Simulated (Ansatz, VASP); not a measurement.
# Cross-check of ErAs between VASP and Ansatz, part 2 of 2

Aim: how closely do two programs agree when they are given the same cell, functional and k mesh? The cell is taken from a series of VASP runs on this material, whose earlier steps may have relaxed, scaled or displaced it; both programs get it as it stands.

VASP 6.6.1 and Ansatz 0.2.0.

So far: Set-up; Ansatz: relaxation of cell and atoms, PBEsol, DFT+U.

In doubt: warnings of the run leave room for a lower electronic state, so energies may not be the lowest and differences between runs may mislead; a part-filled 4f shell, where there is one, can sit in one of many states, so energies may not be the lowest and differences between runs may mislead; derivatives with an open 4f shell can jump between states, which bears on forces and vibrations.

### 3. VASP: relaxation of cell and atoms, PBEsol, DFT+U

Level of this step: PBEsol, DFT+U (Er f 5 eV), spin-polarised from an antiferromagnetic start; plane waves and PAW (Er, As) (VASP).

The same cell, functional, mesh and smearing now go to VASP, with its own data sets and cutoff.

Lines of VASP's logs that name or quote its potential files are left out, and so is its time.

INCAR reads:

```
SYSTEM = ErAs
PREC = Accurate
ENCUT = 460
EDIFF = 1E-06
NELM = 150
ISMEAR = 0
SIGMA = 0.05
LREAL = .FALSE.
ALGO = Normal
GGA = PS
NBANDS = 35
ISPIN = 2
MAGMOM = 2.9 -2.9 0 -0
LDAU = .TRUE.
LDAUTYPE = 2
LDAUL = 3 -1
LDAUU = 5 0
LDAUJ = 0 0
LDAUPRINT = 1
LASPH = .TRUE.
LMAXMIX = 6
AMIX = 0.2
BMIX = 1E-04
AMIX_MAG = 0.8
BMIX_MAG = 1E-04
LORBIT = 11
LWAVE = .FALSE.
LCHARG = .FALSE.
KPAR = 4
IBRION = 2
NSW = 60
ISIF = 3
EDIFFG = -0.01
```

POSCAR reads:

```
ErAs
1.0
    0.0000000000      5.7320000000      5.7320000000
    2.8660000000      2.8660000000      5.7320000000
    2.8660000000      2.8660000000      0.0000000000
Er As
2 2
Direct
    0.0000000000      0.0000000000      0.0000000000
    0.5000000000      0.0000000000      0.0000000000
    0.0000000000      0.5000000000      0.5000000000
    0.5000000000      0.5000000000      0.5000000000
```

KPOINTS reads:

```
Automatic mesh
0
Gamma
6 6 6
0 0 0
```

The projector-augmented-wave data sets are Er and As (PBE family, release 64).

Run with:

```console
> mpirun -np 4 vasp_std
```

Numbers of over 12 decimals in the logs are rounded to 6 here.

What it wrote:

```text
[banner, memory and clock lines left out]
running    4 mpi-ranks, on    1 nodes
 distrk:  each k-point on    1 cores,    4 groups
 distr:  one band on    1 cores,    1 groups

 POSCAR found type information on POSCAR ErAs
 POSCAR found :  2 types and       4 ions
|                                                                             |
|               ----> ADVICE to this user running VASP <----                  |
|                                                                             |
|     You enforced a specific xc type in the INCAR file but a different       |
|     [... a line on the potential file left out ...]
|     I HOPE YOU KNOW WHAT YOU ARE DOING!                                     |
|                                                                             |

 LDA part: xc-table for (Slater+PW92), standard interpolation
 POSCAR, INCAR and KPOINTS ok, starting setup
 FFT: planning ... GRIDC
 FFT: planning ... GRID_SOFT
 FFT: planning ... GRID
 WAVECAR not read
 entering main loop
       N       E                     dE             d eps       ncg     rms          rms(c)
DAV:   1     0.546463555908E+03    0.54646E+03   -0.16047E+04  8415   0.805E+03
DAV:   2     0.131379136919E+03   -0.41508E+03   -0.38565E+03  9692   0.123E+03
DAV:   3     0.936191134681E+01   -0.12202E+03   -0.11742E+03  8456   0.311E+02
DAV:   4    -0.109067765273E+02   -0.20269E+02   -0.19681E+02  9456   0.131E+02
DAV:   5    -0.155363367683E+02   -0.46296E+01   -0.45813E+01 10744   0.519E+01    0.128E+02
DAV:   6    -0.169173875899E+02   -0.13811E+01   -0.10640E+01  9480   0.154E+02    0.833E+01
DAV:   7    -0.251065785286E+02   -0.81892E+01   -0.74542E+01  8198   0.206E+02    0.490E+01
DAV:   8    -0.203716848515E+02    0.47349E+01   -0.33149E+01  7186   0.216E+02    0.278E+01
DAV:   9    -0.223584511640E+02   -0.19868E+01   -0.51197E+00 11192   0.600E+01    0.309E+01
DAV:  10    -0.225160807594E+02   -0.15763E+00   -0.23585E+00 11168   0.114E+01    0.528E+01
DAV:  11    -0.225123585102E+02    0.37222E-02   -0.24220E-01 11192   0.121E+01    0.631E+01
DAV:  12    -0.226363008531E+02   -0.12394E+00   -0.53120E-01 10728   0.379E+01    0.845E+01
DAV:  13    -0.230714896264E+02   -0.43519E+00   -0.66236E-01 11088   0.180E+01    0.981E+01
DAV:  14    -0.233472623780E+02   -0.27577E+00   -0.21602E-01 11176   0.118E+01    0.112E+02
[...]
DAV:  34    -0.240040006000E+02   -0.29844E-03   -0.93833E-04 10768   0.505E-01    0.201E+00
DAV:  35    -0.240039598077E+02    0.40792E-04   -0.48135E-04 10864   0.139E+00    0.194E+00
DAV:  36    -0.240041556893E+02   -0.19588E-03   -0.19362E-04  9168   0.829E-01    0.187E+00
DAV:  37    -0.240043220008E+02   -0.16631E-03   -0.23509E-04 10466   0.602E-01    0.154E+00
DAV:  38    -0.240043203354E+02    0.16654E-05   -0.76820E-05 11080   0.146E-01    0.157E+00
DAV:  39    -0.240043936931E+02   -0.73358E-04   -0.14159E-04  9970   0.547E-01    0.148E+00
DAV:  40    -0.240044150364E+02   -0.21343E-04   -0.49695E-05 10984   0.110E-01    0.154E+00
DAV:  41    -0.240044346897E+02   -0.19653E-04   -0.10073E-05  8090   0.283E-01    0.156E+00
[...]
N       E                     dE             d eps       ncg     rms          rms(c)
DAV:   1    -0.240357855425E+02   -0.27238E-01   -0.24867E-01  8428   0.131E+01    0.613E+00
DAV:   2    -0.240095521290E+02    0.26233E-01   -0.17180E-01  6978   0.968E+00    0.169E+00
DAV:   3    -0.240103850021E+02   -0.83287E-03   -0.17184E-02 11080   0.166E+00    0.109E+00
DAV:   4    -0.240091705900E+02    0.12144E-02   -0.26351E-03 10488   0.120E+00    0.451E-01
DAV:   5    -0.240086534469E+02    0.51714E-03   -0.12109E-03 10848   0.324E-01    0.690E-01
DAV:   6    -0.240085173865E+02    0.13606E-03   -0.27533E-04 11134   0.183E-01    0.761E-01
DAV:   7    -0.240085154148E+02    0.19717E-05   -0.71754E-05 11024   0.844E-02    0.713E-01
DAV:   8    -0.240084785971E+02    0.36818E-04   -0.33413E-05 10412   0.789E-02    0.683E-01
DAV:   9    -0.240083097512E+02    0.16885E-03   -0.32565E-04 10856   0.413E-01    0.373E-01
DAV:  10    -0.240082692030E+02    0.40548E-04   -0.39802E-04 11188   0.250E-01    0.259E-01
DAV:  11    -0.240082739063E+02   -0.47034E-05   -0.57635E-05 10762   0.706E-02    0.209E-01
DAV:  12    -0.240082764823E+02   -0.25760E-05   -0.15537E-05 10680   0.424E-02    0.220E-01
DAV:  13    -0.240082803964E+02   -0.39141E-05   -0.11874E-05  9780   0.830E-02    0.164E-01
DAV:  14    -0.240082905857E+02   -0.10189E-04   -0.35195E-05 11052   0.953E-02    0.910E-02
DAV:  15    -0.240082941426E+02   -0.35568E-05   -0.10435E-05 10228   0.643E-02    0.474E-02
DAV:  16    -0.240082943754E+02   -0.23286E-06   -0.43430E-06  6696   0.269E-02
   8 F= -.24008294E+02 E0= -.24007975E+02  d E =0.253445E-03  mag=     0.0000
[...]
9 F= -.24008548E+02 E0= -.24008225E+02  d E =-.431626E-06  mag=    -0.0000
[...]
10 F= -.24008528E+02 E0= -.24008206E+02  d E =0.193386E-04  mag=    -0.0000
[...]
11 F= -.24008517E+02 E0= -.24008195E+02  d E =0.308494E-04  mag=     0.0000
[...]
12 F= -.24008526E+02 E0= -.24008203E+02  d E =0.222751E-04  mag=    -0.0000
[...]
13 F= -.24008481E+02 E0= -.24008152E+02  d E =0.447309E-04  mag=    -0.0000
 trial-energy change:    0.000045  1 .order   -0.000098   -0.000413    0.000217
 step:   0.2396(harm=  0.4517)  dis= 0.00000  next Energy=   -24.008591 (dE=-0.658E-04)
 bond charge predicted
       N       E                     dE             d eps       ncg     rms          rms(c)
DAV:   1    -0.240175519913E+02   -0.90719E-02   -0.82547E-02  8393   0.569E+00    0.343E+00
DAV:   2    -0.240089642685E+02    0.85877E-02   -0.48738E-02  6541   0.516E+00    0.988E-01
DAV:   3    -0.240091619687E+02   -0.19770E-03   -0.56046E-03 11056   0.901E-01    0.657E-01
DAV:   4    -0.240088360032E+02    0.32597E-03   -0.87013E-04 10444   0.633E-01    0.274E-01
DAV:   5    -0.240086839214E+02    0.15208E-03   -0.37070E-04 10984   0.134E-01    0.455E-01
DAV:   6    -0.240086633131E+02    0.20608E-04   -0.51123E-05 11064   0.617E-02    0.455E-01
DAV:   7    -0.240086560885E+02    0.72247E-05   -0.90068E-06  8830   0.374E-02    0.397E-01
DAV:   8    -0.240085753985E+02    0.80690E-04   -0.20424E-04 11160   0.157E-01    0.260E-01
DAV:   9    -0.240085597290E+02    0.15669E-04   -0.70604E-05 11004   0.117E-01    0.145E-01
DAV:  10    -0.240085594513E+02    0.27773E-06   -0.32701E-05 10878   0.471E-02    0.150E-01
DAV:  11    -0.240085602862E+02   -0.83493E-06   -0.21247E-05 10326   0.807E-02    0.798E-02
DAV:  12    -0.240085645785E+02   -0.42923E-05   -0.27115E-05 10732   0.371E-02    0.546E-02
DAV:  13    -0.240085658017E+02   -0.12232E-05   -0.50139E-06  7864   0.182E-02    0.414E-02
DAV:  14    -0.240085659550E+02   -0.15326E-06   -0.63312E-07  4004   0.166E-02
  14 F= -.24008566E+02 E0= -.24008242E+02  d E =-.404098E-04  mag=     0.0000
 curvature:  -0.05 expect dE=-0.770E-06 dE for cont linesearch -0.484E-06
 trial: gam=-0.10445 g(F)=  0.884E-57 g(S)=  0.167E-04 ort = 0.792E-04 (trialstep = 0.600E+00)
 search vector abs. value=  0.666E-05
 reached required accuracy - stopping structural energy minimisation
```

From OUTCAR (step 3):

```text
ion  position               nearest neighbor table
   1  0.000  0.000  0.000-   3 2.87   3 2.87   4 2.87   4 2.87   4 2.87   4 2.87
   2  0.500  0.000  0.000-   4 2.87   3 2.87   4 2.87   3 2.87   3 2.87   3 2.87
   3  0.000  0.500  0.500-   1 2.87   1 2.87   2 2.87   2 2.87   2 2.87   2 2.87
   4  0.500  0.500  0.500-   2 2.87   1 2.87   2 2.87   1 2.87   1 2.87   1 2.87

  LATTYP: Found a simple tetragonal cell.
 ALAT       =     4.0531360698
 C/A-ratio  =     1.4142135624

 Subroutine GETGRP returns: Found 16 space group operations
 (whereof 16 operations were pure point group operations)

The static configuration has the point symmetry D_4h.

 Found     40 irreducible k-points:

   k-points           NKPTS =     40   k-points in BZ     NKDIM =     40   number of bands    NBANDS=     35

   dimension x,y,z NGX =    60 NGY =   50 NGZ =   28
   dimension x,y,z NGXF=   120 NGYF=  100 NGZF=   56

   ENCUT  =  460.0 eV  33.81 Ry    5.81 a.u.  14.18 12.28  7.09*2*pi/ulx,y,z

   NELECT =      54.0000    total number of electrons

 k-points in reciprocal lattice and weights: Automatic mesh
   0.00000000  0.00000000  0.00000000       0.005
   0.16666667  0.00000000  0.00000000       0.019
   0.33333333  0.00000000  0.00000000       0.019
   0.50000000  0.00000000  0.00000000       0.009
   0.00000000  0.16666667  0.00000000       0.037
   0.16666667  0.16666667  0.00000000       0.009
   0.50000000  0.16666667  0.00000000       0.037
  -0.33333333  0.16666667  0.00000000       0.019
   0.00000000  0.33333333  0.00000000       0.037
[...]
-0.16666667  0.33333333  0.50000000       0.009
   0.00000000  0.50000000  0.50000000       0.005

atom =   1  type =  1  l = 3

 onsite density matrix

spin component  1

  0.9950  0.0000  0.0009  0.0000  0.0000 -0.0000 -0.0000
  0.0000  0.9932  0.0000  0.0000 -0.0000  0.0000  0.0000
  0.0009  0.0000  0.9945 -0.0000  0.0000  0.0000 -0.0000
  0.0000  0.0000 -0.0000  0.9957  0.0000 -0.0000  0.0000
  0.0000 -0.0000  0.0000  0.0000  0.9945  0.0000 -0.0009
 -0.0000  0.0000  0.0000 -0.0000  0.0000  0.9938  0.0000
 -0.0000  0.0000 -0.0000  0.0000 -0.0009  0.0000  0.9950

spin component  2

  0.3945  0.0000 -0.4636  0.0000  0.0000 -0.0000 -0.0000
  0.0000  0.9906  0.0000 -0.0000 -0.0000 -0.0000  0.0000
 -0.4636  0.0000  0.6316 -0.0000  0.0000  0.0000 -0.0000
  0.0000 -0.0000 -0.0000  0.0396  0.0000 -0.0000 -0.0000
  0.0000 -0.0000  0.0000  0.0000  0.6316  0.0000  0.4636
 -0.0000 -0.0000  0.0000 -0.0000  0.0000  0.9916  0.0000
 -0.0000  0.0000 -0.0000 -0.0000  0.4636  0.0000  0.3945

 occupancies and eigenvectors

  o =  0.0346  v =  0.0000  0.0000  0.0000  0.0000  0.0000  0.0000  0.0000 -0.0013 -0.0000 -0.0010  0.0000  0.6133  0.0000 -0.7899      0.0000  0.0000  0.0000  0.0000  0.0000  0.0000  0.0000  0.0000  0.0000  0.0000  0.0000  0.0000  0.0000  0.0000
  o =  0.0346  v =  0.0000  0.0000  0.0000  0.0000  0.0000  0.0000  0.0000  0.7899 -0.0000  0.6133  0.0000  0.0010 -0.0000 -0.0013      0.0000  0.0000  0.0000  0.0000  0.0000  0.0000  0.0000  0.0000  0.0000  0.0000  0.0000  0.0000  0.0000  0.0000
  o =  0.0396  v =  0.0000  0.0000  0.0000  0.0000  0.0000  0.0000  0.0000  0.0000  0.0000 -0.0000  1.0000 -0.0000  0.0000  0.0000      0.0000  0.0000  0.0000  0.0000  0.0000  0.0000  0.0000  0.0000  0.0000  0.0000  0.0000  0.0000  0.0000  0.0000
[...]
o =  0.9932  v =  0.0000  0.0000  0.0000  0.0000  0.0000  0.0000  0.0000 -0.0000 -1.0000  0.0000  0.0000 -0.0000  0.0000 -0.0000      0.0000  0.0000  0.0000  0.0000  0.0000  0.0000  0.0000  0.0000  0.0000  0.0000  0.0000  0.0000  0.0000  0.0000
  o =  0.9938  v =  0.0000  0.0000  0.0000  0.0000  0.0000  0.0000  0.0000  0.0000  0.0000 -0.0000 -0.0000  0.0000  1.0000  0.0000      0.0000  0.0000  0.0000  0.0000  0.0000  0.0000  0.0000  0.0000  0.0000  0.0000  0.0000  0.0000  0.0000  0.0000
  o =  0.9938  v =  0.0000  0.0000  0.0000  0.0000  0.0000  0.0000  0.0000  0.6112 -0.0000 -0.7915  0.0000 -0.0007 -0.0000 -0.0005      0.0000  0.0000  0.0000  0.0000  0.0000  0.0000  0.0000  0.0000  0.0000  0.0000  0.0000  0.0000  0.0000  0.0000
  o =  0.9938  v =  0.0000  0.0000  0.0000  0.0000  0.0000  0.0000  0.0000 -0.0005  0.0000  0.0007  0.0000 -0.7915  0.0000 -0.6112      0.0000  0.0000  0.0000  0.0000  0.0000  0.0000  0.0000  0.0000  0.0000  0.0000  0.0000  0.0000  0.0000  0.0000
  o =  0.9957  v =  0.0000  0.0000  0.0000  0.0000  0.0000  0.0000  0.0000  0.7915  0.0000  0.6112 -0.0000 -0.0000  0.0000  0.0000      0.0000  0.0000  0.0000  0.0000  0.0000  0.0000  0.0000  0.0000  0.0000  0.0000  0.0000  0.0000  0.0000  0.0000
  o =  0.9957  v =  0.0000  0.0000  0.0000  0.0000  0.0000  0.0000  0.0000  0.0000 -0.0000  0.0000 -0.0000  0.6112 -0.0000 -0.7915      0.0000  0.0000  0.0000  0.0000  0.0000  0.0000  0.0000  0.0000  0.0000  0.0000  0.0000  0.0000  0.0000  0.0000
  o =  0.9957  v =  0.0000  0.0000  0.0000  0.0000  0.0000  0.0000  0.0000  0.0000 -0.0000 -0.0000 -1.0000 -0.0000 -0.0000  0.0000      0.0000  0.0000  0.0000  0.0000  0.0000  0.0000  0.0000  0.0000  0.0000  0.0000  0.0000  0.0000  0.0000  0.0000

 average (electrostatic) potential at core
       1 -38.4102       2 -38.4102       3 -49.5711       4 -49.5711

 E-fermi :   3.5401

 spin component 1
 k-point     1 :       0.0000    0.0000    0.0000
  band No.  band energies     occupation
    ...
     21      -0.4361      1.00000
     22       0.8305      1.00000
     23       2.9539      1.00000
     24       2.9539      1.00000
     25       3.2500      1.00000
     26       3.5484      0.40699
     27       3.6688      0.00014
     28       3.6688      0.00014
     29       4.9017      0.00000
     30       4.9492      0.00000
    ...

 k-point     2 :       0.1667    0.0000    0.0000
  band No.  band energies     occupation
    ...
     23       1.5614      1.00000
     24       2.5676      1.00000
     25       2.5922      1.00000
     26       3.1152      1.00000
     27       3.2724      1.00000
     28       4.1132      0.00000
     29       4.2541      0.00000
     30       4.3238      0.00000
     31       4.5535      0.00000
     32       5.5198      0.00000
    ...

 k-point     3 :       0.3333    0.0000    0.0000
  band No.  band energies     occupation
    ...
     23       0.8749      1.00000
     24       1.1541      1.00000
     25       2.0122      1.00000
     26       2.2452      1.00000
     27       2.4328      1.00000
     28       4.0259      0.00000
     29       4.0886      0.00000
     30       4.1155      0.00000
     31       6.0331      0.00000
     32       6.0841      0.00000
    ...

 k-point     4 :       0.5000    0.0000    0.0000
  band No.  band energies     occupation
    ...
     23      -0.0341      1.00000
     24       1.6531      1.00000
     25       1.6564      1.00000
     26       1.7879      1.00000
     27       1.8903      1.00000
     28       3.9977      0.00000
     29       4.0763      0.00000
     30       4.0806      0.00000
     31       6.8676      0.00000
     32       7.0248      0.00000
    ...

 k-point     5 :       0.0000    0.1667    0.0000
  band No.  band energies     occupation
    ...
     23       1.7367      1.00000
     24       2.1575      1.00000
     25       2.5705      1.00000
     26       2.9797      1.00000
     27       2.9909      1.00000
     28       4.0802      0.00000
     29       4.1674      0.00000
     30       4.2655      0.00000
     31       4.6254      0.00000
     32       5.8521      0.00000
    ...

 k-point     6 :       0.1667    0.1667    0.0000
  band No.  band energies     occupation
    ...
     22       0.6462      1.00000
     23       2.9369      1.00000
     24       2.9369      1.00000
     25       2.9378      1.00000
     26       3.3492      1.00000
     27       3.5496      0.39389
     28       3.5496      0.39387
     29       4.2660      0.00000
     30       4.5789      0.00000
     31       4.5789      0.00000
    ...

  Total       -0.0050913     -0.0050913     -0.0364841      0.0000000      0.0000000     -0.0000000
  in kB       -0.0877532     -0.0877532     -0.6288387      0.0000000      0.0000000     -0.0000000
  external PRESSURE =      -0.2681151 kB  Pullay stress =       0.0000000 kB

  energy-cutoff  :      460.00
  volume of cell :       92.96
      direct lattice vectors                 reciprocal lattice vectors
     0.000000000  5.708426357  5.705219427    -0.175179627  0.175179627  0.000000000
     2.854213179  2.854213179  5.705219427     0.175179627 -0.175179627  0.175278096
     2.854213179  2.854213179  0.000000000     0.175179627  0.175179627 -0.175278096

 POSITION                                       TOTAL-FORCE (eV/Angst)
 -----------------------------------------------------------------------------------
      0.00000      0.00000      0.00000        -0.000000     -0.000000     -0.000000
      0.00000      2.85421      2.85261         0.000000      0.000000     -0.000000
      2.85421      2.85421      2.85261        -0.000000      0.000000     -0.000000
      2.85421      5.70843      5.70522        -0.000000      0.000000      0.000000
 -----------------------------------------------------------------------------------
    total drift:                               -0.000000     -0.000000     -0.000000

  FREE ENERGIE OF THE ION-ELECTRON SYSTEM (eV)
  ---------------------------------------------------
  free  energy   TOTEN  =       -24.0085659550 eV

  energy  without entropy=      -24.0079175086  energy(sigma->0) =      -24.00824173

 reached required accuracy - stopping structural energy minimisation

 total charge
# of ion       s       p       d       f       tot
--------------------------------------------------
    1        2.078   5.787   0.549  11.028  19.443
    2        2.078   5.787   0.549  11.028  19.443
    3        1.207   1.679   0.015   0.000   2.901
    4        1.207   1.679   0.015   0.000   2.901
--------------------------------------------------
tot          6.570  14.932   1.128  22.057  44.687

 magnetization (x)
# of ion       s       p       d       f       tot
--------------------------------------------------
    1        0.002  -0.020   0.035   2.887   2.903
    2       -0.002   0.020  -0.035  -2.887  -2.903
    3        0.001   0.002  -0.000   0.000   0.003
    4       -0.001  -0.002   0.000   0.000  -0.003
--------------------------------------------------
tot          0.000   0.000   0.000  -0.000  -0.000

[... 1 further part left out ...]
```

CONTCAR:

```
ErAs
   1.00000000000000
     0.0000000000000000    5.7084263571497722    5.7052194265378118
     2.8542131785748861    2.8542131785748861    5.7052194265378118
     2.8542131785748861    2.8542131785748861    0.0000000000000000
  Er              As
     2     2
Direct
     0.0000000000000000    0.0000000000000000    0.0000000000000000
     0.5000000000000000    0.0000000000000000    0.0000000000000000
     0.0000000000000000    0.5000000000000000    0.5000000000000000
     0.5000000000000000    0.5000000000000000    0.5000000000000000
```

DFT+U on an f shell has many metastable occupations, and no search among them was made.

### 4. Side by side

Known differences besides the potentials themselves: U acts on the PAW sphere in VASP and on atomic orbitals in Ansatz, so only states and trends compare; both relaxations stop at a tolerance, which leaves soft axes loose, and VASP keeps its plane-wave basis; the data sets hold 74 valence electrons in Ansatz (default PAW (the set named soft_2) files) and 54 in VASP; the cutoff is 420 eV in Ansatz and 460 eV in VASP; Ansatz makes its cores anew for this functional, VASP keeps those of its PBE data sets; Ansatz adds a Pulay correction to the stress that steers its cell, VASP none; site moments are counted in spheres of each program's own size. Total energies have different zeros and are not compared.

Compared:

```
                                         quantity  Ansatz   VASP  difference
                                      volume (Å³)   91.71  92.96     -1.34 %
edge a after relaxation, in the typed setting (Å)   8.024  8.071     -0.58 %
edge b after relaxation, in the typed setting (Å)   6.951  6.989     -0.54 %
edge c after relaxation, in the typed setting (Å)   4.019  4.037     -0.44 %
                               moment on Er1 (μB)    2.97   2.90       +0.07
                               moment on Er2 (μB)   -2.97  -2.90       -0.07
```

The walks stopped with 0.00 GPa left in Ansatz and -0.03 GPa in VASP; each walk ends within a tolerance, so the volume difference is uncertain by about these residues over the bulk modulus, most in soft cells. Found at a tolerance of 0.01 Å, the end structures differ in symmetry: Immm in Ansatz, Fm-3m in VASP; the atoms lie within 0.05 Å of each other, which can come from where the walks stopped or from unlike electronic states.

### 5. What came out

| Property | Result |
| --- | --- |
| difference in volume (relaxation of cell and atoms, PBEsol, DFT+U) | -1.3 % |

The difference in volume is -1.3 % (relaxation of cell and atoms, PBEsol, DFT+U). How closely two codes agree says nothing of how well the functional describes the real material.

[Lines on the potential files, build, host, timing and source positions are cut from VASP's logs without a mark.]

[Logs are printed without paths, hosts, clocks, repeated set-up lines and the standing remarks that a program may print on its own settings, such as how far it seeks lower states.]

[Hosts, paths, dates, database ids (printed as entryN), source tags and the programs' standing remarks are cut or masked in the printed files.]
